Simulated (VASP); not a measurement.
## HfAs (relaxed from the CsCl type structure, space group Pm-3m): computed properties

The numbers are results of PBE GGA, VASP's PBE PAW potentials (set 64) (plane waves; VASP 6.6.1), not measurements.

| Item | Value |
|---|---|
| space group | Pm-3m (221) |
| cell | a = 3.335 Å, b = 3.335 Å, c = 3.335 Å, α = 90.00°, β = 90.00°, γ = 90.00° |
| volume per atom | 18.54 Å³/atom |
| band gap (over mesh and band path) | none (metal, semimetal or under 0.01 eV) |
| density | 11.35 g/cm³ |

```yaml
crystal:
  lattice:
    - [3.33486, 0.00000, 0.00000]
    - [0.00000, 3.33486, 0.00000]
    - [0.00000, 0.00000, 3.33486]
  atoms:
    - { symbol: Hf, position: [0.00000, 0.00000, 0.00000] }
    - { symbol: As, position: [0.50000, 0.50000, 0.50000] }
```

Unless said otherwise, spin-orbit coupling is left out, though it shifts the bands of the heavy elements here.

The structure was generated: HfAs was put into the CsCl type type (Pm-3m), which need not be its known phase. It was relaxed first, which changed the volume by -34 %. Symmetry was kept, so distortions that lower it aren't found. The electron count is odd and the run is not spin-polarised, which forces a metal.
